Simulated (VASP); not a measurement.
VASP runs on Te (space group P6_3/mmc) share one base input (PBE GGA, plane waves, VASP's PBE PAW potentials (set 64)) and change the settings named in each case.

**KPOINTS**
```
Automatic mesh
0
Gamma
9 9 5
0 0 0
```

INCAR:
```
ALGO  =  Normal
EDIFF  =  1E-6
ENCUT  =  300
GGA  =  PE
ISIF  =  2
ISMEAR  =  -1
LASPH  =  T
LCHARG  =  F
LMAXMIX  =  4
LREAL  =  F
LWAVE  =  F
NELM  =  100
PREC  =  Accurate
SIGMA  =  0.1
SYSTEM  =  Te
```

**POSCAR**
```
Te
1
    3.3932450000     0.0000000000     0.0000000000
   -1.6966220000     2.9386370000     0.0000000000
    0.0000000000     0.0000000000     5.5092520000
Te
2
Direct
  0.3333330000   0.6666670000   0.2500000000
  0.6666670000   0.3333330000   0.7500000000
```

POTCAR, in this order: Te (PBE.64 set). Program: vasp_std.

```json
[
 {"change": "base run", "E(σ→0) (eV/atom)": "-2.7324", "pressure (GPa)": "1.96", "−TS (eV)": "-0.0532"},
 {"change": "GGA removed, POTCAR Te (LDA.64 set)", "E(σ→0) (eV/atom)": "-3.4805", "pressure (GPa)": "-2.09", "−TS (eV)": "-0.0536"},
 {"change": "GGA_COMPAT = .FALSE., LNONCOLLINEAR = .TRUE., LSORBIT = .TRUE., MAGMOM = 0.0 0.0 0.0 0.0 0.0 0.0, program vasp_ncl", "E(σ→0) (eV/atom)": "-2.8636", "pressure (GPa)": "2.45", "−TS (eV)": "-0.0538"},
 {"change": "KPOINTS 4×4×3 Γ-centred mesh", "E(σ→0) (eV/atom)": "-2.8605", "pressure (GPa)": "1.45", "−TS (eV)": "-0.0355"}
]
```
 Energies of different potentials or functionals have different zeros. Unless said otherwise, spin-orbit coupling is left out, though it shifts the bands of the heavy elements here.

Left out are runs that ran out of time, are held back, or changed the cell or the kind of run, fixed moments of cells without a moment, rows past the twelfth, gaps on odd meshes, pressures of charged cells and columns that move by less than the noise.

The structure was generated: Te was put into an ordered model structure, which need not be its known phase. The cell was not relaxed at this level, its lattice was scaled by up to 2.5 %.
